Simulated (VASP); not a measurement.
# Vibrations of NbP at several levels of theory, part 2 of 3

Aim: the vibrations of NbP at the zone centre, at several levels of theory. The starting structure is a computed structure from the Materials Project.

VASP 6.6.1.

## Step 2: Modes with LDA (continued)

Level of this step: LDA; plane waves and PAW (Nb_sv, P) (VASP).

Parts of OUTCAR (step 2):

```text
ion  position               nearest neighbor table
   1  0.250  0.250  0.500-   4 2.50   4 2.50   3 2.51   3 2.51   3 2.51   3 2.51
   2  0.500  0.500  1.000-   3 2.50   3 2.50   4 2.51   4 2.51   4 2.51   4 2.51
   3  0.832  0.668  0.335-   2 2.50   2 2.50   1 2.51   1 2.51   1 2.51   1 2.51
   4  0.082  0.918  0.835-   1 2.50   1 2.50   2 2.51   2 2.51   2 2.51   2 2.51

  LATTYP: Found a body centered tetragonal cell.
 ALAT       =     3.3011838697
 C/A-ratio  =     3.4035546085

 Subroutine GETGRP returns: Found  8 space group operations
 (whereof  4 operations were pure point group operations)

The static configuration has the point symmetry C_2v.
 The point group associated with its full space group is C_4v.

 Found    102 irreducible k-points:

   k-points           NKPTS =    102   k-points in BZ     NKDIM =    102   number of bands    NBANDS=     24

   dimension x,y,z NGX =    24 NGY =   24 NGZ =   42
   dimension x,y,z NGXF=    48 NGYF=   48 NGZF=   84

   ENCUT  =  450.0 eV  33.07 Ry    5.75 a.u.   5.71  5.71 10.52*2*pi/ulx,y,z

   NELECT =      36.0000    total number of electrons

 k-points in reciprocal lattice and weights: Automatic mesh
   0.00000000  0.00000000  0.00000000       0.001
   0.10000000  0.00000000 -0.00000000       0.008
   0.20000000  0.00000000 -0.00000000       0.008
   0.30000000  0.00000000  0.00000000       0.008
   0.40000000  0.00000000 -0.00000000       0.008
   0.50000000  0.00000000 -0.00000000       0.004
   0.10000000  0.10000000  0.00000000       0.004
   0.20000000  0.10000000 -0.00000000       0.016
   0.30000000  0.10000000  0.00000000       0.016
[...]
-0.10000000  0.10000000  0.40000000       0.004
   0.00000000  0.00000000  0.50000000       0.001

 average (electrostatic) potential at core
       1 -77.1546       2 -77.1546       3 -78.2941       4 -78.2941

  Total        0.0035388      0.0035388     -0.0049319     -0.0000000     -0.0000000      0.0000000
  in kB        0.0926106      0.0926106     -0.1290662     -0.0000000     -0.0000000      0.0000000
  external PRESSURE =       0.0187184 kB  Pullay stress =       0.0000000 kB

  energy-cutoff  :      450.00
  volume of cell :       61.22
      direct lattice vectors                 reciprocal lattice vectors
     0.000000000 -3.301183870  0.000000000     0.000000000 -0.302921630  0.089001548
    -3.301183870  0.000000000  0.000000000    -0.302921630  0.000000000 -0.089001548
     1.650591935 -1.650591935 -5.617879787     0.000000000  0.000000000 -0.178003097

 POSITION                                       TOTAL-FORCE (eV/Angst)
 -----------------------------------------------------------------------------------
      0.00000     -1.65059     -2.80727        -0.000000      0.000000      0.000974
      0.00000     -3.30118     -5.61621        -0.000000      0.000000      0.000974
     -1.65059     -3.30118     -1.88222         0.000000     -0.000000     -0.000974
     -1.65059     -1.65059     -4.69116         0.000000     -0.000000     -0.000974
 -----------------------------------------------------------------------------------
    total drift:                               -0.000001      0.000001     -0.000169

 Eigenvectors and eigenvalues of the dynamical matrix
 ----------------------------------------------------

   1 f  =   11.853639 THz    74.478613 2PiTHz  395.394853 cm-1    49.022692 meV
             X         Y         Z           dx          dy          dz
      0.000000 -1.650592 -2.807266    -0.000000    0.000000   -0.014463
      0.000000 -3.301184 -5.616206     0.000000   -0.000000    0.014463
     -1.650592 -3.301184 -1.882219     0.000000   -0.000000   -0.706959
     -1.650592 -1.650592 -4.691159    -0.000000    0.000000    0.706959

   2 f  =   11.463682 THz    72.028441 2PiTHz  382.387287 cm-1    47.409960 meV
             X         Y         Z           dx          dy          dz
      0.000000 -1.650592 -2.807266    -0.000000    0.000000    0.354046
      0.000000 -3.301184 -5.616206    -0.000000    0.000000    0.354046
     -1.650592 -3.301184 -1.882219     0.000000   -0.000000   -0.612088
     -1.650592 -1.650592 -4.691159     0.000000   -0.000000   -0.612088

   3 f  =   10.807569 THz    67.905962 2PiTHz  360.501713 cm-1    44.696496 meV
             X         Y         Z           dx          dy          dz
      0.000000 -1.650592 -2.807266    -0.012288    0.346670   -0.000000
      0.000000 -3.301184 -5.616206    -0.029610    0.143871   -0.000000
     -1.650592 -3.301184 -1.882219    -0.006121   -0.920186    0.000000
     -1.650592 -1.650592 -4.691159     0.078595    0.071665    0.000000

   4 f  =   10.807569 THz    67.905962 2PiTHz  360.501713 cm-1    44.696496 meV
             X         Y         Z           dx          dy          dz
      0.000000 -1.650592 -2.807266     0.143871    0.029610    0.000000
      0.000000 -3.301184 -5.616206     0.346670    0.012288    0.000000
     -1.650592 -3.301184 -1.882219     0.071665   -0.078595   -0.000000
     -1.650592 -1.650592 -4.691159    -0.920186    0.006121   -0.000000

   5 f  =   10.109334 THz    63.518820 2PiTHz  337.211092 cm-1    41.808828 meV
             X         Y         Z           dx          dy          dz
      0.000000 -1.650592 -2.807266     0.005551    0.063856    0.000000
      0.000000 -3.301184 -5.616206    -0.000647   -0.548134    0.000000
     -1.650592 -3.301184 -1.882219    -0.008445    0.003300   -0.000000
     -1.650592 -1.650592 -4.691159    -0.000033    0.833881   -0.000000

   6 f  =   10.109334 THz    63.518820 2PiTHz  337.211092 cm-1    41.808828 meV
             X         Y         Z           dx          dy          dz
      0.000000 -1.650592 -2.807266    -0.548134    0.000647   -0.000000
      0.000000 -3.301184 -5.616206     0.063856   -0.005551   -0.000000
     -1.650592 -3.301184 -1.882219     0.833881    0.000033    0.000000
     -1.650592 -1.650592 -4.691159     0.003300    0.008445    0.000000

   7 f  =    7.687970 THz    48.304941 2PiTHz  256.443082 cm-1    31.794876 meV
             X         Y         Z           dx          dy          dz
      0.000000 -1.650592 -2.807266    -0.000000    0.000000    0.706959
      0.000000 -3.301184 -5.616206     0.000000   -0.000000   -0.706959
     -1.650592 -3.301184 -1.882219    -0.000000    0.000000   -0.014463
     -1.650592 -1.650592 -4.691159     0.000000   -0.000000    0.014463

   8 f  =    5.660058 THz    35.563196 2PiTHz  188.799228 cm-1    23.408110 meV
             X         Y         Z           dx          dy          dz
      0.000000 -1.650592 -2.807266    -0.158647    0.676288   -0.000000
      0.000000 -3.301184 -5.616206     0.202707   -0.529291    0.000000
     -1.650592 -3.301184 -1.882219    -0.119973    0.140857   -0.000000
     -1.650592 -1.650592 -4.691159     0.042220   -0.400263    0.000000

   9 f  =    5.660058 THz    35.563196 2PiTHz  188.799228 cm-1    23.408110 meV
             X         Y         Z           dx          dy          dz
      0.000000 -1.650592 -2.807266    -0.529291   -0.202707   -0.000000
      0.000000 -3.301184 -5.616206     0.676288    0.158647    0.000000
     -1.650592 -3.301184 -1.882219    -0.400263   -0.042220   -0.000000
     -1.650592 -1.650592 -4.691159     0.140857    0.119973    0.000000

  10 f/i=    0.008894 THz     0.055884 2PiTHz    0.296680 cm-1     0.036784 meV
             X         Y         Z           dx          dy          dz
      0.000000 -1.650592 -2.807266    -0.000000    0.000000   -0.612088
      0.000000 -3.301184 -5.616206    -0.000000    0.000000   -0.612088
     -1.650592 -3.301184 -1.882219    -0.000000    0.000000   -0.354046
     -1.650592 -1.650592 -4.691159    -0.000000    0.000000   -0.354046

  11 f/i=    0.012204 THz     0.076683 2PiTHz    0.407096 cm-1     0.050473 meV
             X         Y         Z           dx          dy          dz
      0.000000 -1.650592 -2.807266    -0.586688   -0.171428   -0.000000
      0.000000 -3.301184 -5.616206    -0.589086   -0.170730   -0.000000
     -1.650592 -3.301184 -1.882219    -0.339190   -0.098965   -0.000000
     -1.650592 -1.650592 -4.691159    -0.340077   -0.098707   -0.000000

  12 f/i=    0.012204 THz     0.076683 2PiTHz    0.407096 cm-1     0.050473 meV
             X         Y         Z           dx          dy          dz
      0.000000 -1.650592 -2.807266     0.170730   -0.589086   -0.000000
      0.000000 -3.301184 -5.616206     0.171428   -0.586688   -0.000000
     -1.650592 -3.301184 -1.882219     0.098707   -0.340077   -0.000000
     -1.650592 -1.650592 -4.691159     0.098965   -0.339190   -0.000000

 ELASTIC MODULI CONTR FROM IONIC RELAXATION (kBar)
 Direction    XX          YY          ZZ          XY          YZ          ZX
 --------------------------------------------------------------------------------
 XX        -114.1460     34.8727     96.3994      0.0000      0.0000      0.0000
 YY          34.8727   -114.1460     96.3994      0.0000     -0.0000     -0.0000
 ZZ          96.3994     96.3994   -234.4505      0.0000     -0.0000      0.0000
 XY           0.0000      0.0000      0.0000     -0.0000      0.0000     -0.0000
 YZ           0.0000     -0.0000     -0.0000      0.0000   -609.3096     -0.0000
 ZX           0.0000     -0.0000      0.0000     -0.0000     -0.0000   -591.4063
 --------------------------------------------------------------------------------
```

The log as kept lacks single lines of electronic cycles.

Energies printed during the response cycles are not total energies of the cell.

LDA: the zone-centre modes are B1 (2) 395.4, A1 382.4, E (3) 360.5, E (2) 337.2, B1 (1) 256.4, E (1) 188.8 cm⁻¹.

## Step 3: Modes with LDA at the given cell

The atoms were first relaxed in the fixed cell, in a run that isn't shown.

INCAR

```
SYSTEM = NbP
PREC = Accurate
ENCUT = 450
EDIFF = 1E-08
NELM = 100
ISMEAR = 0
SIGMA = 0.05
LREAL = .FALSE.
ALGO = Normal
GGA = CA
NBANDS = 24
LASPH = .TRUE.
LORBIT = 11
LWAVE = .FALSE.
LCHARG = .FALSE.
KPAR = 8
IBRION = 8
ISIF = 2
```

POSCAR

```
NbP
1.0
    0.0000000000     -3.3498465088      0.0000000000
   -3.3498465088      0.0000000000      0.0000000000
    1.6749232544     -1.6749232544     -5.7401081759
Nb P
2 2
Direct
    0.2499274311      0.2500725689      0.5001451378
    0.4999274311      0.5000725689      0.0001451378
    0.8327011389      0.6672988611      0.3345977222
    0.0827011389      0.9172988611      0.8345977222
```

KPOINTS

```
Automatic mesh
0
Gamma
10 10 10
0 0 0
```

PAW data sets: Nb_sv and P (LDA family, release 64).

Launch:

```sh
$ mpirun -np 8 vasp_std
```

What it wrote:

```text
[banner, memory and clock lines left out]
running    8 mpi-ranks, on    1 nodes
[...]
[... a notice as in an earlier step ...]

 LDA part: xc-table for (Slater(with rela. corr.)+CA(PZ))
 , standard interpolation
 POSCAR, INCAR and KPOINTS ok, starting setup
[...]
entering main loop
       N       E                     dE             d eps       ncg     rms          rms(c)
DAV:   1     0.329022498976E+03    0.32902E+03   -0.17749E+04  4904   0.134E+03
DAV:   2    -0.135598279994E+02   -0.34258E+03   -0.33505E+03  6312   0.537E+02
DAV:   3    -0.396414272607E+02   -0.26082E+02   -0.25779E+02  8920   0.109E+02
DAV:   4    -0.412586457477E+02   -0.16172E+01   -0.16126E+01  7648   0.223E+01
[...]
DAV:  13    -0.389350348743E+02    0.61367E-07   -0.49957E-07  8104   0.507E-03    0.181E-03
DAV:  14    -0.389350348615E+02    0.12797E-07   -0.10054E-07  7776   0.261E-03    0.436E-04
DAV:  15    -0.389350348610E+02    0.54615E-09   -0.56289E-09  4824   0.655E-04
   1 F= -.38935035E+02 E0= -.38934536E+02  d E =-.998213E-03
[...]
RMM:  12    -0.497462747991E-01   -0.21141E-06   -0.60528E-08 36810   0.529E-04    0.200E-05
RMM:  13    -0.497461947271E-01    0.80072E-07   -0.37783E-09 37838   0.338E-04    0.104E-05
RMM:  14    -0.497461860496E-01    0.86775E-08    0.11215E-08 37327   0.247E-04    0.141E-05
 first order change of Fermi-energy   0.33385E-04
 force on displaced ion       3 direction 2 :  -0.000 -10.470  -0.000
 Linear response progress:
  Degree of freedom:   6/  6
       N       E                     dE             d eps       ncg     rms          rms(c)
RMM:   1    -0.706371914756E-01   -0.70637E-01   -0.56487E-02 20805   0.122E+00
RMM:   2    -0.601969638074E-01    0.10440E-01   -0.72295E-03 15980   0.451E-01    0.133E-01
RMM:   3    -0.604733240885E-01   -0.27636E-03   -0.18879E-03 15705   0.226E-01    0.113E-01
RMM:   4    -0.603531719132E-01    0.12015E-03   -0.48289E-04 16054   0.125E-01    0.525E-02
[...]
RMM:  15    -0.605570848297E-01   -0.23239E-07    0.68997E-08 22184   0.208E-04    0.661E-06
RMM:  16    -0.605570954203E-01   -0.10591E-07    0.14971E-08 22958   0.183E-04    0.337E-06
RMM:  17    -0.605570998834E-01   -0.44632E-08   -0.47480E-08 22626   0.171E-04    0.223E-06
 first order change of Fermi-energy  -0.37130E-01
 force on displaced ion       3 direction 3 :   0.000  -0.000 -13.380
 Linear response finished
```

Elapsed: 13 min, on 8 MPI ranks of Intel Xeon Platinum 8375C at 2.90GHz (Ice Lake), shared host; peak memory 5.8 GiB.

From OUTCAR (step 3):

```text
  Total       -3.9046148     -3.9046148     -3.7278963      0.0000000      0.0000000      0.0000000
  in kB      -97.1222824    -97.1222824    -92.7266371      0.0000000      0.0000000      0.0000000
  external PRESSURE =     -95.6570673 kB  Pullay stress =       0.0000000 kB

 POSITION                                       TOTAL-FORCE (eV/Angst)
 -----------------------------------------------------------------------------------
     -0.00000     -1.67492     -2.87089        -0.000000      0.000000     -0.000621
     -1.67492     -1.67492     -0.00083        -0.000000      0.000000     -0.000621
     -1.67492     -3.34985     -1.92063         0.000000     -0.000000      0.000621
     -1.67492     -1.67492     -4.79068         0.000000     -0.000000      0.000621
 -----------------------------------------------------------------------------------
    total drift:                               -0.000001      0.000001      0.000131

[... 1 part as in an earlier step ...]

[... 1 further part left out ...]
```

With LDA at the given cell the modes are at the top B1 (2) 372.6, A1 358.0 cm⁻¹, at the bottom B1 (1) 240.0, E (1) 178.6 cm⁻¹, with 2 more of the listed ones between; the largest shift is -33.0 cm⁻¹, in E (3), from LDA.

## Step 4: Modes with PBEsol

PBEsol restores the gradient expansion of exchange and is tuned for the cells of solids. The cell comes from a relaxation at this level, not shown (62.15 Å³).

Edit INCAR of step 3 so:

```diff
@@ -9,3 +9,3 @@
 ALGO = Normal
-GGA = CA
+GGA = PS
 NBANDS = 24
```

POSCAR

```
NbP
1.0
    0.0000000000     -3.3173987964      0.0000000000
   -3.3173987964      0.0000000000      0.0000000000
    1.6586993982     -1.6586993982     -5.6472145067
Nb P
2 2
Direct
    0.2501309672      0.2498690328      0.4997380655
    0.5001309672      0.4998690328      0.9997380655
    0.8324976028      0.6675023972      0.3350047945
    0.0824976028      0.9175023972      0.8350047945
```

KPOINTS is that of step 3.

The projector-augmented-wave data sets are Nb_sv and P (PBE family, release 64).

Launch:

```sh
$ mpirun -np 8 vasp_std
```

What it wrote:

```text
[banner, memory and clock lines left out]
running    8 mpi-ranks, on    1 nodes
[...]
[... a notice as in an earlier step ...]

|                                                                             |
|               ----> ADVICE to this user running VASP <----                  |
|                                                                             |
|     You enforced a specific xc type in the INCAR file but a different       |
|     [... a line on the potential file left out ...]
|     I HOPE YOU KNOW WHAT YOU ARE DOING!                                     |
|                                                                             |

 LDA part: xc-table for (Slater+PW92), standard interpolation
 POSCAR, INCAR and KPOINTS ok, starting setup
[...]
entering main loop
       N       E                     dE             d eps       ncg     rms          rms(c)
DAV:   1     0.312436212027E+03    0.31244E+03   -0.17993E+04  4904   0.134E+03
DAV:   2    -0.130348867107E+02   -0.32547E+03   -0.31814E+03  5856   0.497E+02
[...]
RMM:  21    -0.494752832225E-01    0.58489E-09   -0.11169E-07 29572   0.686E-05    0.161E-07
RMM:  22    -0.494752830283E-01    0.19416E-09   -0.10387E-07 28683   0.679E-05    0.450E-07
RMM:  23    -0.494752825997E-01    0.42866E-09   -0.94443E-08 28462   0.675E-05    0.157E-07
 first order change of Fermi-energy   0.26482E-04
 force on displaced ion       3 direction 2 :  -0.000 -12.294   0.001
 Linear response progress:
  Degree of freedom:   6/  6
       N       E                     dE             d eps       ncg     rms          rms(c)
RMM:   1    -0.712612000473E-01   -0.71261E-01   -0.62595E-02 20694   0.123E+00
RMM:   2    -0.599555127122E-01    0.11306E-01   -0.77165E-03 15867   0.436E-01    0.139E-01
RMM:   3    -0.601609285331E-01   -0.20542E-03   -0.18547E-03 15461   0.220E-01    0.115E-01
RMM:   4    -0.600852065267E-01    0.75722E-04   -0.51817E-04 16940   0.119E-01    0.575E-02
[...]
RMM:  13    -0.602805193814E-01   -0.66453E-07   -0.32419E-08 22274   0.250E-04    0.120E-05
RMM:  14    -0.602804965778E-01    0.22804E-07   -0.51580E-08 21618   0.138E-04    0.142E-05
RMM:  15    -0.602805023815E-01   -0.58036E-08   -0.10778E-08 22251   0.987E-05    0.671E-06
 first order change of Fermi-energy   0.20735E-01
 force on displaced ion       3 direction 3 :  -0.000   0.000 -14.814
 Linear response finished
```

Wall time 15 min (8 MPI ranks); peak memory 5.6 GiB.

From OUTCAR (step 4):

```text
  Total        0.0016160      0.0016160     -0.0023437      0.0000000      0.0000000      0.0000000
  in kB        0.0416596      0.0416596     -0.0604198      0.0000000      0.0000000      0.0000000
  external PRESSURE =       0.0076331 kB  Pullay stress =       0.0000000 kB

 POSITION                                       TOTAL-FORCE (eV/Angst)
 -----------------------------------------------------------------------------------
     -0.00000     -1.65870     -2.82213        -0.000000      0.000000      0.000305
     -0.00000     -3.31740     -5.64574         0.000000      0.000000      0.000305
     -1.65870     -3.31740     -1.89184         0.000000      0.000000     -0.000305
     -1.65870     -1.65870     -4.71545         0.000000     -0.000000     -0.000305
 -----------------------------------------------------------------------------------
    total drift:                                0.000000     -0.000000     -0.000102

[... 1 part as in an earlier step ...]

[... 1 further part left out ...]
```

With PBEsol the modes are at the top B1 (2) 390.8, A1 378.7 cm⁻¹, at the bottom B1 (1) 254.7, E (1) 186.5 cm⁻¹, with 2 more of the listed ones between; the largest shift is -6.1 cm⁻¹, in E (3), from LDA.

(Continued in part 3 of 3.)

[Lines on the potential files, build, host, timing and source positions are cut from VASP's logs without a mark.]

[Logs are printed without paths, hosts, clocks, repeated set-up lines and the standing remarks that a program may print on its own settings, such as how far it seeks lower states.]

[Hosts, paths, dates, database ids (printed as entryN), source tags and the programs' standing remarks are cut or masked in the printed files.]
